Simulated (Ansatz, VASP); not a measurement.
**Ga2O3 (glassy Ga2O3) in two plane-wave programs**

Aim: how closely do two programs agree when they are given the same cell, functional and k mesh? Of the first pair: The cell is taken from a series of runs on this material, whose earlier steps may have relaxed, scaled, displaced or heated it; both programs get it as it stands.

Method: plane waves, with VASP 6.6.1 beside it; PBE, in Ansatz 0.2.0.

## 1. Starting point

The cell holds 115 atoms: 46 Ga and 69 O. Its edges and angles: a = 11.054 Å, b = 11.054 Å, c = 11.054 Å, α = 90.0°, β = 90.0°, γ = 90.0°. As first built, before any earlier steps moved the atoms or strained the cell (in the runner's words): 115 atoms (46 Fe, 69 O) placed at random at 4.52 g/cm^3, melted at 4500 K for 20 ps at fixed volume with the Morse and Coulomb pair potential with partial charges (Pedone, Malavasi, Menziani, Cormack and Segre, J. Phys. Chem. B 110, 11780 (2006)). Quenched from 4500 K to 300 K at 100 K/ps and fixed volume, held 5 ps. Then Fe was replaced by Ga (the potential has no terms for the new elements, so the cell is a start for a DFT relaxation).

## 2. VASP: single point, PBE, pair 1

A single point takes one fixed geometry, so differences don't come from the geometry; what else differs is listed under the comparison.

Lines of VASP's logs that name or quote its potential files are left out, and so is its time.

The input, INCAR:

```
SYSTEM = Ga2O3
PREC = Accurate
ENCUT = 520
EDIFF = 1E-06
NELM = 120
ISMEAR = 0
SIGMA = 0.01
LREAL = Auto
ALGO = Normal
GGA = PE
NBANDS = 592
LORBIT = 11
LWAVE = .FALSE.
LCHARG = .FALSE.
ISIF = 2
LASPH = .TRUE.
GGA_COMPAT = .FALSE.
EFERMI = MIDGAP
NCORE = 4
```

The input, POSCAR:

```
Ga2O3
1.0
   11.0541000000      0.0000000000      0.0000000000
    0.0000000000     11.0541000000      0.0000000000
    0.0000000000      0.0000000000     11.0541000000
Ga O
46 69
Direct
    0.2863900000      0.4709200000      0.0171600000
    0.8033600000      0.7600500000      0.5471600000
    0.7783400000      0.4332800000      0.0745700000
    0.1413400000      0.3111000000      0.1876600000
    0.4646800000      0.4027300000      0.2508000000
    0.4766600000      0.6131000000      0.4905600000
    0.9972700000      0.8331900000      0.0268800000
    0.4138400000      0.3065800000      0.5079900000
    0.9378500000      0.1625000000      0.9699800000
    0.7552000000      0.9834000000      0.0425500000
    0.8233600000      0.4509400000      0.8044100000
    0.1341700000      0.7589100000      0.3334300000
    0.9285300000      0.2013900000      0.7033700000
    0.2211400000      0.5150000000      0.3976100000
    0.4024000000      0.8177800000      0.3187000000
    0.2634500000      0.8225500000      0.0667300000
    0.5789700000      0.1267900000      0.3029200000
    0.3971100000      0.3238800000      0.8357900000
    0.2638700000      0.8287700000      0.6032800000
    0.6048700000      0.6642700000      0.7213100000
    0.0742300000      0.0082400000      0.2098300000
    0.2882800000      0.0444800000      0.3547300000
    0.8496100000      0.3021900000      0.2756300000
    0.0120500000      0.9404900000      0.5101200000
    0.5353900000      0.9411800000      0.1160000000
    0.4938600000      0.6452300000      0.0321400000
    0.4558700000      0.9011400000      0.8462900000
    0.1446800000      0.9533000000      0.8308600000
    0.2620700000      0.1355900000      0.0222000000
    0.0187100000      0.6756100000      0.7073900000
[... 79 atom lines left out ...]
    0.9059400000      0.5347000000      0.9856400000
    0.0978900000      0.4374800000      0.5097400000
    0.8807600000      0.7339900000      0.1208100000
    0.8029900000      0.3573700000      0.6652000000
    0.9287600000      0.0052300000      0.1001100000
    0.7566400000      0.0850900000      0.6782900000
```

The input, KPOINTS:

```
Automatic mesh
0
Gamma
1 1 1
0 0 0
```

PAW data sets: Ga_d and O (PBE family, release 64).

Started as:

```bash
$ mpirun -np 16 vasp_gam
```

Numbers of over 12 decimals in the logs are rounded to 6 here.

What it wrote:

```text
[banner, memory and clock lines left out]
running   16 mpi-ranks, on    1 nodes
[...]
LDA part: xc-table for (Slater+PW92), standard interpolation
 POSCAR, INCAR and KPOINTS ok, starting setup
[...]
entering main loop
       N       E                     dE             d eps       ncg     rms          rms(c)
DAV:   1     0.291481146861E+05    0.29148E+05   -0.35285E+05  1192   0.354E+03
DAV:   2     0.692988513816E+04   -0.22218E+05   -0.21181E+05  1184   0.103E+03
DAV:   3     0.363003367467E+03   -0.65669E+04   -0.61768E+04  1480   0.383E+02
DAV:   4    -0.655152019398E+03   -0.10182E+04   -0.98167E+03  1376   0.154E+02
[...]
DAV:  20    -0.659102700349E+03   -0.15680E-05   -0.17724E-05  1400   0.181E-02    0.258E-03
DAV:  21    -0.659102701403E+03   -0.10533E-05   -0.11272E-05   984   0.114E-02    0.185E-03
DAV:  22    -0.659102701503E+03   -0.99753E-07   -0.16523E-06   800   0.768E-03
   1 F= -.65910270E+03 E0= -.65910270E+03  d E =0.000000E+00
```

From OUTCAR (step 2):

```text
  FREE ENERGIE OF THE ION-ELECTRON SYSTEM (eV)
  ---------------------------------------------------
  free  energy   TOTEN  =      -659.1027015025 eV

  energy  without entropy=     -659.1027015025  energy(sigma->0) =     -659.10270150

[... 2 further parts left out ...]
[key lines of the parts left out:]
E-fermi :   3.7250
```

The run ends at a pressure of -9.16 GPa, with forces up to 2.9 eV/Å.

## 3. Ansatz: single point, PBE, pair 1

Ansatz runs on its PAW soft_1 files.

The same cell, functional and mesh now go to Ansatz, which takes its cutoff from its data sets.

The input, input.yaml:

```yaml
crystal:
  lattice:
    - [11.0541, 0.0, 0.0]
    - [0.0, 11.0541, 0.0]
    - [0.0, 0.0, 11.0541]
  atoms:
    - { symbol: Ga, position: [0.28639, 0.47092, 0.01716] }
    - { symbol: Ga, position: [0.80336, 0.76005, 0.54716] }
    - { symbol: Ga, position: [0.77834, 0.43328, 0.07457] }
    - { symbol: Ga, position: [0.14134, 0.3111, 0.18766] }
    - { symbol: Ga, position: [0.46468, 0.40273, 0.2508] }
    - { symbol: Ga, position: [0.47666, 0.6131, 0.49056] }
    - { symbol: Ga, position: [0.99727, 0.83319, 0.02688] }
    - { symbol: Ga, position: [0.41384, 0.30658, 0.50799] }
    - { symbol: Ga, position: [0.93785, 0.1625, 0.96998] }
    - { symbol: Ga, position: [0.7552, 0.9834, 0.04255] }
    - { symbol: Ga, position: [0.82336, 0.45094, 0.80441] }
    - { symbol: Ga, position: [0.13417, 0.75891, 0.33343] }
    - { symbol: Ga, position: [0.92853, 0.20139, 0.70337] }
    - { symbol: Ga, position: [0.22114, 0.515, 0.39761] }
    - { symbol: Ga, position: [0.4024, 0.81778, 0.3187] }
    - { symbol: Ga, position: [0.26345, 0.82255, 0.06673] }
    - { symbol: Ga, position: [0.57897, 0.12679, 0.30292] }
    - { symbol: Ga, position: [0.39711, 0.32388, 0.83579] }
    - { symbol: Ga, position: [0.26387, 0.82877, 0.60328] }
    - { symbol: Ga, position: [0.60487, 0.66427, 0.72131] }
    - { symbol: Ga, position: [0.07423, 0.00824, 0.20983] }
    - { symbol: Ga, position: [0.28828, 0.04448, 0.35473] }
    - { symbol: Ga, position: [0.84961, 0.30219, 0.27563] }
    - { symbol: Ga, position: [0.01205, 0.94049, 0.51012] }
    - { symbol: Ga, position: [0.53539, 0.94118, 0.116] }
    - { symbol: Ga, position: [0.49386, 0.64523, 0.03214] }
    - { symbol: Ga, position: [0.45587, 0.90114, 0.84629] }
    - { symbol: Ga, position: [0.14468, 0.9533, 0.83086] }
    - { symbol: Ga, position: [0.26207, 0.13559, 0.0222] }
    - { symbol: Ga, position: [0.01871, 0.67561, 0.70739] }
[... 79 atom lines left out ...]
    - { symbol: O, position: [0.90594, 0.5347, 0.98564] }
    - { symbol: O, position: [0.09789, 0.43748, 0.50974] }
    - { symbol: O, position: [0.88076, 0.73399, 0.12081] }
    - { symbol: O, position: [0.80299, 0.35737, 0.6652] }
    - { symbol: O, position: [0.92876, 0.00523, 0.10011] }
    - { symbol: O, position: [0.75664, 0.08509, 0.67829] }
kpoints:
  mp_grid: { grid: [1, 1, 1] }
hamiltonian:
  xc: pbe
  pseudopotentials: { kind: paw, azcp: { folder: soft_1 } }
scf:
  occupations: { method: fixed }
output:
  forces: true
```

Started as:

```bash
$ ansatz run input.yaml --threads 4 --pin off --max-ram 8192MiB --backend cpu --events-out ev --progress --plain --runs-dir out
```

What it wrote:

```text
Engine: ansatz 0.2.0, aarch64-unknown-linux-gnu
Pseudopotentials: kind: paw
Pseudopotential: Ga, paw, valence charge 13, recommended cutoff 420 eV (normal), soft_1/Ga.paw.azcp
Pseudopotential: O, paw, valence charge 6, recommended cutoff 420 eV (normal), soft_1/O.paw.azcp
Functional definition: PBE
  parameter kappa = 0.804
  parameter beta = 0.066725
  exchange = pbe_x(kappa = kappa, mu = beta*pi^2/3)
  correlation = pbe_c(beta = beta)
Crystal: 115 atoms, lattice volume = 1350.735 Å³
Basis set: ecut = 420 eV, 26529 PW (Γ), exchange–correlation on 150×150×150 points (8 copies of the dense FFT grid, shifted against one another)
Bands: 621, of which v1, the nominal top of the filled ones, is band 506 counted from 1 (505 counted from 0)
Symmetry: 1 space group operations
Space group: P1 (ITA 1), of the structure as read, at distance tolerance 1.1e-4 Å
k-points: 1
Non-local potential: Ga, projectors of the file, l = 0: 2, l = 1: 2, l = 2: 3, l = 3: 1
Non-local potential: O, projectors of the file, l = 0: 2, l = 1: 2, l = 2: 1
PAW form: soft (Blöchl's): semilocal exchange-correlation on the pseudo side does not see the compensation charge
PAW one-centre angular grid: Ga, 590 points (default); XC on 64 Gauss nodes
PAW one-centre angular grid: O, 110 points (default); XC on 64 Gauss nodes
Initial density: superposition of atomic densities (chi_scale 0.1, normalization cell, long waves kept (reshape's long-wave potential 0.10 eV rms))
Initial wavefunctions: pseudopotential atomic-orbital guess
Functional: x = pbe(κ = 0.804, μ = 0.219515), c = pbe(β = 0.066725)
SCF iter   1: F=—  HF=-213210.813516 eV  |F-HF|=—  |Δ(HF+E_count)|=         —  Δρ=1.11e-1  dr2=7.79e1  ethr=3.10e-3  ⟨swp⟩=5.0  Hψ=1724  notcnv=0  defer=107
preconditioner: auto → Resta (q_TF=auto, 2.600 Å⁻¹)  ε∞=4.3  [insulator: Δε(μ)=0.904 eV  Ē_g=17.676 eV  n_scr=388 (ndim 8)  ℏωp=32.1 eV  f_vac=0.023  ε∞_Penn≈4.3]
SCF iter   2: F=—  HF=-213190.648928 eV  |F-HF|=—  |Δ(HF+E_count)|=    2.02e1  Δρ=5.03e-2  dr2=1.64e1  ethr=3.10e-3  ⟨swp⟩=2.0  Hψ=1120  notcnv=0  defer=107
SCF iter   3: F=—  HF=-213184.698712 eV  |F-HF|=—  |Δ(HF+E_count)|=    5.95e0  Δρ=1.58e-2  dr2=2.72e0  ethr=1.62e-3  ⟨swp⟩=3.0  Hψ=1022  notcnv=0  defer=111
SCF iter   4: F=—  HF=-213183.923421 eV  |F-HF|=—  |Δ(HF+E_count)|=   7.75e-1  Δρ=5.06e-3  dr2=3.30e-1  ethr=2.69e-4  ⟨swp⟩=3.0  Hψ=974  notcnv=0  defer=112
SCF iter   5: F=—  HF=-213184.082875 eV  |F-HF|=—  |Δ(HF+E_count)|=   1.59e-1  Δρ=4.02e-3  dr2=1.88e-1  ethr=3.27e-5  ⟨swp⟩=2.0  Hψ=1179  notcnv=0  defer=113
SCF iter   6: F=—  HF=-213184.131678 eV  |F-HF|=—  |Δ(HF+E_count)|=   4.88e-2  Δρ=3.79e-3  dr2=2.04e-1  ethr=1.86e-5  ⟨swp⟩=3.0  Hψ=965  notcnv=0  defer=113
SCF iter   7: F=—  HF=-213184.116657 eV  |F-HF|=—  |Δ(HF+E_count)|=   1.50e-2  Δρ=7.33e-4  dr2=8.24e-3  ethr=1.86e-5  ⟨swp⟩=2.0  Hψ=1116  notcnv=0  defer=113
SCF iter   8: F=—  HF=-213184.119177 eV  |F-HF|=—  |Δ(HF+E_count)|=   2.52e-3  Δρ=3.68e-4  dr2=2.32e-3  ethr=8.14e-7  ⟨swp⟩=2.0  Hψ=963  notcnv=0  defer=113
SCF iter   9: F=—  HF=-213184.120933 eV  |F-HF|=—  |Δ(HF+E_count)|=   1.76e-3  Δρ=1.42e-4  dr2=2.92e-4  ethr=2.29e-7  ⟨swp⟩=2.0  Hψ=963  notcnv=0  defer=109
SCF iter  10: F=—  HF=-213184.121213 eV  |F-HF|=—  |Δ(HF+E_count)|=   2.79e-4  Δρ=1.20e-4  dr2=1.93e-4  ethr=2.89e-8  ⟨swp⟩=2.0  Hψ=963  notcnv=0  defer=107
SCF iter  11: F=—  HF=-213184.121220 eV  |F-HF|=—  |Δ(HF+E_count)|=   7.52e-6  Δρ=4.40e-5  dr2=2.94e-5  ethr=1.91e-8  ⟨swp⟩=2.0  Hψ=961  notcnv=0  defer=107
SCF iter  12: F=—  HF=-213184.119174 eV  |F-HF|=—  |Δ(HF+E_count)|=   2.05e-3  Δρ=2.12e-5  dr2=6.02e-6  ethr=2.90e-9  ⟨swp⟩=2.0  Hψ=953  notcnv=0  defer=107
SCF iter  13: F=—  HF=-213184.119176 eV  |F-HF|=—  |Δ(HF+E_count)|=   1.64e-6  Δρ=9.01e-6  dr2=1.13e-6  ethr=5.95e-10  ⟨swp⟩=2.0  Hψ=975  notcnv=0  defer=107
SCF iter  14: F=—  HF=-213184.119176 eV  |F-HF|=—  |Δ(HF+E_count)|=   6.29e-7  Δρ=4.41e-6  dr2=2.69e-7  ethr=1.12e-10  ⟨swp⟩=2.0  Hψ=968  notcnv=0  defer=107
SCF iter  15: F=-213184.119177 eV  HF=-213184.119177 eV  |F-HF|=2.00e-8  |Δ(HF+E_count)|=   8.16e-8  Δρ=1.94e-6  dr2=5.42e-8  ethr=9.88e-12  ⟨swp⟩=4.0  Hψ=1655  notcnv=0
SCF 1 converged in 15 iterations: F = -213184.119177 eV  dr2 = 5.42e-8
  greatest PAW one-centre occupation: 0.998 electrons in one spin orbital (limit 2), on the Ga atom at site 2 (counted from 0), in its partial waves of l = 2
SCF converged after 15 iterations
Free energy (F): -213184.119177 eV
Harris-Foulkes:  -213184.119177 eV  (|F-HF|=2.00e-8)
Internal energy: -213184.119177 eV  (E = F + TS)
E sigma→0 (E₀):  -213184.119177 eV
Fermi energy:    7.347011 eV
--- Per-component energies (eV) ---
  E_band       = -2611.522914
  E_kinetic    = 16635.544269
  E_local      = -88571.862411  (includes V_loc(G=0)·N_el)
  E_nonlocal   = -412.687113
  E_hartree    = 50441.155928
  E_xc         = -7727.017191
  E_vxc        = -8729.770273  (∫ρ·V_xc dr)
  E_paw        = -103236.039165  (= ΣΔE_a)
  E_vpaw       = -22415.105119  (= ΣTr[D̂ρ^β])
  E_aug_tail   = 0.042929  (compensation charges beyond the density's cutoff)
  E_ewald      = -80313.256421
  E_smearing   = -0.000000  (= −TS)
  E_closure    = 0.000000  (closes the sum)
  Σ components = -213184.119177   (vs F -213184.119177, Δ=0.00e0)
--- Forces (eV/Å), atoms counted from 1 ---
  atom   1  Ga     0.91468129     0.52482392    -0.23366000
  atom   2  Ga     0.97180853    -0.13582156    -0.53134283
  atom   3  Ga     0.23289211     0.04570714    -0.25234198
  atom   4  Ga    -0.90054149    -1.25939758    -0.16457857
  atom   5  Ga     0.61730476     0.21722846    -0.10242592
  atom   6  Ga    -0.20442742    -0.17754400    -0.14536344
  atom   7  Ga     0.48033111     0.36665841    -0.68061467
  atom   8  Ga    -0.31913947    -0.03534828     0.30852931
  atom   9  Ga     0.55729767    -0.37573581     1.83567778
  atom  10  Ga     0.38222796    -1.28227960     0.67530427
  atom  11  Ga    -0.19683603     0.56011723     0.01119903
  atom  12  Ga     0.83024636    -0.11402052    -0.57499414
  atom  13  Ga     0.22903884     0.01147189    -0.25211042
  atom  14  Ga     0.67613969    -0.55787863    -0.58006206
  atom  15  Ga    -0.04879141    -0.72991850    -0.34524270
  atom  16  Ga     0.70973997     0.03791448     0.15426426
  atom  17  Ga     1.01446296    -0.14450437    -0.10063536
  atom  18  Ga     0.94265063     0.97311869     1.25963055
  atom  19  Ga    -0.13399376     0.58295649     0.09413105
  atom  20  Ga    -0.28642361     0.59235659     0.02109933
  atom  21  Ga    -0.26819174    -0.46890052    -0.33462875
  atom  22  Ga    -0.02074658    -0.10193319     0.31021319
  atom  23  Ga    -1.37383285    -0.60160369    -0.46721976
  atom  24  Ga     1.13314773    -0.52039281     1.17845063
[...]
atom 108  O     -0.65752422    -0.56001235     0.38282119
  atom 109  O      0.25812918    -0.18235288    -0.39452154
  atom 110  O      0.24816709    -0.36710037    -0.26899250
  atom 111  O      0.05832550     0.05433847    -0.26541870
  atom 112  O      0.17849224    -0.31402177    -0.75124782
  atom 113  O      1.12852026    -0.65202366     0.69065431
  atom 114  O      0.95690218     0.19709381     0.26137195
  atom 115  O      0.91869902    -0.18560129     0.73976776
  max |Σ_I F_I| component: 5.07e-5 eV/Å
```

Reading the cycles: dr2 is the Hartree energy of the density residual (eV), the measure of convergence; HF is the Harris–Foulkes estimate of the energy, which meets the free energy F at convergence.

## 4. Side by side

Known differences besides the potentials themselves: fixed occupations in Ansatz, narrow Gaussian smearing in VASP; the cutoff is 420 eV in Ansatz and 520 eV in VASP (PREC = Accurate, projectors in real space). Total energies have different zeros and are not compared.

The two programs side by side:

```csv
quantity,Ansatz,VASP,difference
gap on the k mesh (eV),0.421,0.406,+0.014
```

Forces on 10 of the 115 atoms, those with the largest forces and the largest differences (eV/Å; atoms numbered as in POSCAR):

```csv
atom,"Ansatz x, y, z","VASP x, y, z"
Ga9,"0.557, -0.376, 1.836","0.562, -0.386, 1.847"
Ga18,"0.943, 0.973, 1.260","0.940, 0.961, 1.269"
Ga27,"-0.067, 0.266, 1.991","-0.055, 0.285, 1.993"
Ga30,"1.428, 1.381, 1.033","1.419, 1.421, 1.027"
Ga36,"-1.746, -2.220, 0.477","-1.727, -2.243, 0.461"
Ga44,"1.249, 0.005, -0.486","1.190, 0.017, -0.490"
O60,"-0.398, 0.749, 0.707","-0.437, 0.700, 0.724"
O92,"-1.170, 1.429, -0.201","-1.147, 1.443, -0.198"
O98,"-0.352, 0.137, 0.024","-0.349, 0.110, -0.041"
O100,"1.228, 0.991, -1.352","1.210, 0.981, -1.366"
```

The forces differ by 18 meV/Å r.m.s., which is 2.9 % of the r.m.s. force of 0.628 eV/Å (both taken over all components). A gap on the mesh is an upper bound, since the band edges may lie between its points.

## 5. Ansatz: relaxation, PBE

The two programs are compared at the cell with which this relaxation starts, whose forces are those of its first step.

The structure compared here is the start of the Ansatz relaxation; VASP solves that cell, so the two are compared at the walk's first step.

The input, input.yaml:

```yaml
crystal:
  lattice:
    - [11.0541, 0.0, 0.0]
    - [0.0, 11.0541, 0.0]
    - [0.0, 0.0, 11.0541]
  atoms:
    - { symbol: Ga, position: [0.30376, 0.4586, 0.9646] }
    - { symbol: Ga, position: [0.8088, 0.78277, 0.5106] }
    - { symbol: Ga, position: [0.77621, 0.45317, 0.07512] }
    - { symbol: Ga, position: [0.15741, 0.29052, 0.20885] }
    - { symbol: Ga, position: [0.44044, 0.44139, 0.25087] }
    - { symbol: Ga, position: [0.47477, 0.61436, 0.4896] }
    - { symbol: Ga, position: [0.02587, 0.8537, 0.11451] }
    - { symbol: Ga, position: [0.41165, 0.30499, 0.5045] }
    - { symbol: Ga, position: [0.9391, 0.13444, 0.99537] }
    - { symbol: Ga, position: [0.69983, 0.94538, 0.00266] }
    - { symbol: Ga, position: [0.83288, 0.45188, 0.81896] }
    - { symbol: Ga, position: [0.17214, 0.76616, 0.3428] }
    - { symbol: Ga, position: [0.89106, 0.21148, 0.70775] }
    - { symbol: Ga, position: [0.22313, 0.50248, 0.41225] }
    - { symbol: Ga, position: [0.42248, 0.77528, 0.28966] }
    - { symbol: Ga, position: [0.26049, 0.74184, 0.05432] }
    - { symbol: Ga, position: [0.59161, 0.19884, 0.26363] }
    - { symbol: Ga, position: [0.41712, 0.30612, 0.80333] }
    - { symbol: Ga, position: [0.29003, 0.84538, 0.61204] }
    - { symbol: Ga, position: [0.62956, 0.66813, 0.7282] }
    - { symbol: Ga, position: [0.0731, 0.04271, 0.26836] }
    - { symbol: Ga, position: [0.3366, 0.0443, 0.36894] }
    - { symbol: Ga, position: [0.85194, 0.29723, 0.25166] }
    - { symbol: Ga, position: [0.04949, 0.93667, 0.54373] }
    - { symbol: Ga, position: [0.47012, 0.0401, 0.10412] }
    - { symbol: Ga, position: [0.5202, 0.6312, 0.01951] }
    - { symbol: Ga, position: [0.41236, 0.97387, 0.84616] }
    - { symbol: Ga, position: [0.12892, 0.90399, 0.83449] }
    - { symbol: Ga, position: [0.25374, 0.16252, 0.96671] }
    - { symbol: Ga, position: [0.03382, 0.65009, 0.70236] }
[... 79 atom lines left out ...]
    - { symbol: O, position: [0.90819, 0.51819, 0.96695] }
    - { symbol: O, position: [0.09574, 0.40888, 0.51095] }
    - { symbol: O, position: [0.88797, 0.75771, 0.10843] }
    - { symbol: O, position: [0.77807, 0.34645, 0.699] }
    - { symbol: O, position: [0.97434, 0.02388, 0.12985] }
    - { symbol: O, position: [0.77845, 0.08448, 0.73852] }
total_charge: -1
kpoints:
  mp_grid: { grid: [1, 1, 1] }
hamiltonian:
  xc: pbe
  pseudopotentials: { kind: paw, azcp: { folder: soft_1 } }
scf:
  occupations: { method: fermi_dirac, width: 0.01 }
  lower_state_search: "off"
output:
  forces: true
magnetization:
  spin_polarized: true
  initial_magnetization: 1
relax:
  f_tol: 0.05
  max_steps: 90
```

What it wrote:

```text
[...]
Crystal: 115 atoms, lattice volume = 1350.735 Å³
Basis set: ecut = 420 eV, 26529 PW (Γ), exchange–correlation on 150×150×150 points (8 copies of the dense FFT grid, shifted against one another)
Bands: 622, of which v1, the nominal top of the filled ones, is band 507 counted from 1 (506 counted from 0)
Symmetry: 1 space group operations
[...]
k-points: 1
[...]
Starting moments: Σ|m| = 1 μB on 115 of 115 sites
[...]
- { symbol: O, position: [0.012260, 0.786025, 0.792472] }
    - { symbol: O, position: [0.304387, 0.170247, 0.490954] }
    - { symbol: O, position: [0.779190, 0.845523, 0.891915] }
    - { symbol: O, position: [0.271978, 0.398332, 0.284635] }
    - { symbol: O, position: [0.049685, 0.872954, 0.285912] }
    - { symbol: O, position: [0.799066, 0.446848, 0.454002] }
    - { symbol: O, position: [0.767992, 0.098655, 0.985327] }
[...]
- { symbol: O, position: [0.887944, 0.757768, 0.108416] }
    - { symbol: O, position: [0.777921, 0.346346, 0.698975] }
    - { symbol: O, position: [0.974088, 0.023996, 0.129961] }
    - { symbol: O, position: [0.778166, 0.084406, 0.738601] }
```

[end of part 1 of 2]

[Lines on the potential files, build, host, timing and source positions are cut from VASP's logs without a mark.]

[Logs are printed without paths, hosts, clocks, repeated set-up lines and the standing remarks that a program may print on its own settings, such as how far it seeks lower states.]

[Hosts, paths, dates, database ids (printed as entryN), source tags and the programs' standing remarks are cut or masked in the printed files.]
